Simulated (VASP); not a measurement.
The system is PtSe2.

```xyz
3
Lattice="3.7240 0.0000 0.0000 -1.8620 3.2251 0.0000 0.0000 0.0000 4.8089" Properties=species:S:1:pos:R:3 pbc="T T T"
Pt    0.0000    0.0000    0.0000
Se    0.0000    2.1501    1.2655
Se    1.8620    1.0750    3.5434
```

```yaml
Program: VASP 6.6.1
Task: relaxation of the atoms
Functional: rev-vdW-DF2
Potentials_or_basis: VASP PAW PBE potentials, release 64 (Pt, Se)
Cutoff: 520 eV
k_mesh: 10 × 10 × 8
Occupations: gaussian, width 0.05 eV
Spin: no spin polarisation
```

At the start: pressure 7.8 GPa; volume 19.25 Å³/atom.

Task: Where does the relaxation end?

Result: Over 3 steps the energy falls by 7.5 meV/atom; space group P-3m1 (No. 164, to 0.05 Å).

Step by step:
```
step  energy change (eV)  largest force (eV/Å)  pressure (GPa)
   1              0.0000                0.5475            7.78
   2             -0.0196                0.1968            6.14
   3             -0.0225                0.0083            5.23
```

Final structure:
```
Pt Se
1.0
     3.72400    0.00000    0.00000
    -1.86200    3.22508    0.00000
     0.00000    0.00000    4.80890
Pt Se
1 2
Cartesian
  0.0000 0.0000 0.0000
  0.0000 2.1501 1.3074
  1.8620 1.0750 3.5015
```

Caveat: the PAW data sets were made with another functional, which shifts forces and pressure a little.
